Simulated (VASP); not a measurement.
Write the native input for VASP 6.6.1 that does the following.

- Task: single point
- Functional: LDA
- Potentials or basis: VASP PAW LDA potentials, release 64 (Cs_sv, Ca_sv, H)
- Cutoff: 520 eV
- k mesh: 6 × 6 × 6
- Occupations: gaussian, width 0.05 eV
- Spin: no spin polarisation
- Dipole correction: no
- Further INCAR settings: ALGO = Fast; EDIFF = 1e-06; NBANDS = 19

The structure of CsCaH3 lies in POSCAR:

```
CsCaH3
1.0
    4.1172159430      0.0000000000      0.0000000000
    0.0000000000      4.1172159430      0.0000000000
    0.0000000000      0.0000000000      5.8217433434
Cs Ca H
1 1 3
Direct
    0.0000000000      0.0000000000      0.0000000000
    0.5000000000      0.5000000000      0.5000000000
    0.5000000000      0.0000000000      0.5000000000
    0.0000000000      0.5000000000      0.5000000000
    0.5000000000      0.5000000000      0.0000000000
```

The cell comes from a database or a generator and needn't be the stable form of this composition.

These files were run (other wordings do the same):

INCAR

```
  PREC = Accurate
  ENCUT = 520
  EDIFF = 1E-6
  ISMEAR = 0
  SIGMA = 0.05
  LREAL = False
  LASPH = True
  NELM = 100
  ALGO = Fast
  ISIF = 2
  LWAVE = False
  LCHARG = False
  GGA = CA
  NBANDS = 19
```

KPOINTS

```
regular mesh
0
Gamma
  6 6 6
```

Potentials or basis: VASP PAW LDA potentials, release 64 (Cs_sv, Ca_sv, H).

Run with:

```console
$ cat potpaw_LDA.64/Cs_sv/POTCAR potpaw_LDA.64/Ca_sv/POTCAR potpaw_LDA.64/H/POTCAR > POTCAR
$ mpirun -np 1 vasp_std > vasp.out
```

Results of the run:

The pressure is 1.2 GPa and the band gap on the k mesh is 1.98 eV, indirect (least direct gap 2.21 eV).

Caveat: spin-orbit coupling is left out, which moves the levels of the heavy elements.

Run time: 76 s on 1 thread of Intel(R) Xeon(R) Platinum 8559C (Emerald Rapids), on a shared host, peak memory 0.23 GiB.
